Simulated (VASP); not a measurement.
SiC (wurtzite) is relaxed at rising pressure, each step from the one before. Symmetry mostly holds the structure type, and other phases were not tried. The mesh follows the cell, and a change of mesh leaves a small step in the series.

Input:

```yaml
crystal:
  lattice:
    - [1.52924, -2.64872, 0.00000]
    - [1.52924, 2.64872, 0.00000]
    - [0.00000, 0.00000, 5.01669]
  atoms:
    - { symbol: Si, position: [0.66667, 0.33333, 0.49964] }
    - { symbol: Si, position: [0.33333, 0.66667, 0.99964] }
    - { symbol: C, position: [0.66667, 0.33333, 0.87536] }
    - { symbol: C, position: [0.33333, 0.66667, 0.37536] }
```

The numbers are results of LDA (Ceperley-Alder, Perdew-Zunger), VASP's LDA PAW potentials (set 64) (plane waves; VASP), not measurements. Run with 620 eV cut-off, 8×8×5 Γ-centred mesh, Gaussian smearing of 0.050 eV, potentials Si C.

```tsv
P (GPa)	V (Å³/atom)	H − H(0) (eV/atom)	space group	k-mesh
0	10.16	0.000	P6_3mc	8×8×5
5	9.95	0.314	P6_3mc	8×8×5
10	9.75	0.621	P6_3mc	8×8×5
20	___	___	P6_3mc	9×9×5
30	___	___	P6_3mc	9×9×5
45	8.76	2.636	P6_3mc	9×9×5
```

Problem. Some entries are withheld; supply them.

Solution. 
- 20, V (Å³/atom): 9.42
- 20, H − H(0) (eV/atom): 1.220
- 30, V (Å³/atom): 9.13
- 30, H − H(0) (eV/atom): 1.799

Pressures at which the relaxation failed are left out.

The compound is SiC in the wurtzite structure, the rare 2H polytype.
